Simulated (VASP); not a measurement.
CaO (rock salt):

```
CELL_PARAMETERS angstrom
      0.00000     2.40500     2.40500
      2.40500     0.00000     2.40500
      2.40500     2.40500     0.00000
ATOMIC_POSITIONS crystal
  Ca 0.00000 0.00000 0.00000
  O  0.50000 0.50000 0.50000
```

The lowest empty band near X, direction across the valley's axis, from PBE with spin-orbit coupling in VASP (PAW); its two spin partners are averaged. The gap over the points computed is 3.62 eV, and the next band on that side lies 4.39 eV away at the edge.

Run with 520 eV cut-off, 11×11×11 Γ-centred mesh, Gaussian smearing of 0.050 eV, potentials Ca_sv O.

| distance from the edge in k (1/Å) | distance in energy (meV) |
|---|---|
| 0.025 | 5.4 |
| 0.035 | 10.7 |
| 0.050 | 21.8 |
| 0.070 | 42.6 |

Problem. Fit E(1 + αE) = ħ²k²/2m* (ħ²/2m0 = 3.810 eV Å²) and predict the row at 0.095 1/Å.

Solution. The rows don't resolve α, so a parabola serves: the electron mass is m* = 0.438 m0, and so 78.5 meV. The run gave 78.1 meV, -0.4 meV from the fit.

Left out are points under 3 meV from the edge, since the levels carry 0.1 meV, and points farther than half the way to the next band.

The compound is CaO in the rock salt structure. The cell was not relaxed at this level.
